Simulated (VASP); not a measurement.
Input:

```xyz
4
Lattice="3.1853 0.0000 0.0000 -1.5926 2.7585 0.0000 0.0000 0.0000 10.2487" Properties=species:S:1:pos:R:3 pbc="T T T"
Zr     0.0000     0.0000     0.0000
Zr     0.0000     0.0000     5.1244
Zr     0.0000     1.8390     2.5622
Zr     1.5926     0.9195     7.6865
```

All values below come from LDA (Ceperley-Alder, Perdew-Zunger), VASP's LDA PAW potentials (set 64) (plane waves; VASP). Settings: 300 eV cut-off, 10×10×3 Γ-centred mesh, Gaussian smearing of 0.20 eV, potentials Zr_sv.

Task: Give the energies of bands 17 to 27 at the high-symmetry points, in eV from the Fermi level.

Result: 
```
band      Γ      M      K      A      L      H
----  -----  -----  -----  -----  -----  -----
17    -5.58  -3.10  -1.72  -5.06  -2.76  -1.87
18    -3.89  -3.09  -1.72  -5.06  -2.76  -1.87
19    -3.83  -2.58  -1.45  -3.11  -2.67  -1.36
20    -3.04  -2.15  -1.38  -3.11  -2.67  -1.36
21     0.03  -1.54  -1.38   0.58  -1.98  -1.15
22     0.08  -1.36  -1.28   0.58  -1.98  -1.15
23     0.69  -1.15  -1.07   0.61  -0.03  -1.10
24     0.69  -0.09  -1.07   0.61  -0.03  -1.10
25     0.80   0.19   0.05   0.86   0.97   0.15
26     0.80   0.62   0.17   0.86   0.97   0.15
27     1.02   1.37   0.17   0.86   1.08   0.18
```

It has no gap at this level: it comes out as a metal or semimetal.

The structure was generated: Zr was put into an ordered model structure, which need not be its known phase. The cell was not relaxed at this level.
